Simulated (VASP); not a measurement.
Computed with HSE06 screened hybrid, VASP's PBE PAW potentials (set 64) (plane waves; VASP).

Input for VASP

**POSCAR**
```
WSe2
3.3218420
  1.0000001340   0.0000000000   0.0000000000
 -0.5000000670   0.8660254207   0.0000000000
  0.0000000000   0.0000000000   5.0474830040
W Se
1 2
Cart
  0.0000000000   0.0000000000   0.0000000000
 -0.0000005000   0.5773505692   0.5056840497
 -0.0000005000   0.5773505692   4.5417989543
```

**KPOINTS**
```
Automatic mesh
0
gamma
6 6 1
0 0 0
```

KPOINTS_OPT:
```
k-points along high-symmetry lines
7
Line-mode
Reciprocal
  0.000000   0.000000   0.000000 ! GAMMA
  0.500000   0.000000   0.000000 ! M

  0.500000   0.000000   0.000000 ! M
  0.333333   0.333333   0.000000 ! K

  0.333333   0.333333   0.000000 ! K
  0.000000   0.000000   0.000000 ! GAMMA

  0.000000   0.000000   0.000000 ! GAMMA
  0.000000   0.000000   0.500000 ! A

  0.000000   0.000000   0.500000 ! A
  0.500000   0.000000   0.500000 ! L

  0.500000   0.000000   0.500000 ! L
  0.333333   0.333333   0.500000 ! H

  0.333333   0.333333   0.500000 ! H
  0.000000   0.000000   0.500000 ! A

  0.500000   0.000000   0.500000 ! L
  0.500000   0.000000   0.000000 ! M

  0.333333   0.333333   0.500000 ! H
  0.333333   0.333333   0.000000 ! K
```

INCAR:
```
SYSTEM=WSe2
PREC=Accurate; ENCUT=400; LREAL=F
LASPH=T; ISYM=3
EDIFF=1E-6; NELM=60; ALGO=Normal
LMAXMIX=6
ISMEAR=0; SIGMA=0.05
GGA=PE; LHFCALC=T; AEXX=0.25
HFSCREEN=0.2; PRECFOCK=Fast
ISIF=2
LWAVE=F; LCHARG=F
```

POTCAR, in this order: W_sv Se (PBE.64 set). Program: vasp_std. Read from the step before: WAVECAR.

The cell holds a wide vacuum, so values per volume refer to the whole cell. Unless said otherwise, spin-orbit coupling is left out, though it shifts the bands of the heavy elements here.

### Question
Predict the energy per atom (σ→0), largest force, band gap (over mesh and band path).

### Answer

- energy per atom (σ→0): -830.7 kJ/mol of atoms
- band gap (over mesh and band path): 2.01 eV
- largest force: 0.605 eV/Å

### OSZICAR
```
...
       N       E                     dE             ncg
       N       E                     dE             ncg
       N       E                     dE             ncg
       N       E                     dE             ncg
       N       E                     dE             ncg
       N       E                     dE             ncg
       N       E                     dE             ncg
       N       E                     dE             ncg
```

The cell is a sheet with vacuum, built from a database entry that may be metastable or hypothetical. The cell's shape comes from a PBE relaxation.
